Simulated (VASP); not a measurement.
**Sb (relaxed from the fcc structure, space group Fm-3m): computed properties**

The numbers are results of PBEsol GGA, VASP's PBE PAW potentials (set 64) (plane waves; VASP), not measurements.

| Property | Value |
|---|---|
| space group | Fm-3m (225) |
| cell | a = 4.7186 Å, b = 4.7186 Å, c = 4.7186 Å, α = 90.00°, β = 90.00°, γ = 90.00° |
| volume per atom | 26.27 Å^3/atom |
| band gap (over mesh and band path) | none (metal, semimetal or under 0.01 eV) |
| band gap with spin-orbit coupling | none (metallic) |
| density | 7.70 g/cm³ |

```xyz
1
Lattice="0.0000 2.3593 2.3593 2.3593 0.0000 2.3593 2.3593 2.3593 0.0000" Properties=species:S:1:pos:R:3 pbc="T T T"
Sb     0.0000     0.0000     0.0000
```

Unless said otherwise, spin-orbit coupling is left out, though it shifts the bands of the heavy elements here.

The structure was generated: Sb was put into the fcc type (Fm-3m), which need not be its known phase. It was relaxed first. Symmetry was kept, so distortions that lower it aren't found.
